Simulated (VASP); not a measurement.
Input of a VASP 6.6.1 run:

File INCAR:

```
SYSTEM = TlSbSe3
PREC = Accurate
ENCUT = 520
EDIFF = 1E-6
ISMEAR = 0
SIGMA = 0.05
LREAL = .FALSE.
LASPH = .TRUE.
NELM = 80
ALGO = Fast
ISIF = 2
LWAVE = .FALSE.
LCHARG = .FALSE.
GGA = PE
NBANDS = 26
```

KPOINTS

```
regular mesh
0
G
  4 4 4
  0 0 0
```

The input POSCAR:

```
TlSbSe3
1.0
    5.4528704547      0.0000000000      0.0000000000
    0.0000000000      5.4528704547      0.0000000000
    0.0000000000      0.0000000000      5.4528704547
Tl Sb Se
1 1 3
Direct
    0.0000000000      0.0000000000      0.0000000000
    0.5000000000      0.5000000000      0.5000000000
    0.5000000000      0.5000000000      0.0000000000
    0.5000000000      0.0000000000      0.5000000000
    0.0000000000      0.5000000000      0.5000000000
```

Potentials or basis: VASP PAW PBE potentials, release 64 (Tl_d, Sb, Se).

Launch:

```bash
$ cat potpaw_PBE.64/Tl_d/POTCAR potpaw_PBE.64/Sb/POTCAR potpaw_PBE.64/Se/POTCAR > POTCAR
$ mpirun -np 1 vasp_std > vasp.out
```

**Question.** What does it give for the band gap on the k mesh?

**Answer.** None (metal or under the smearing width).

**Question.** Estimate the pressure.

**Answer.** -1.4 GPa.

Spin-orbit coupling is left out, which matters for the levels of Sb, Tl.
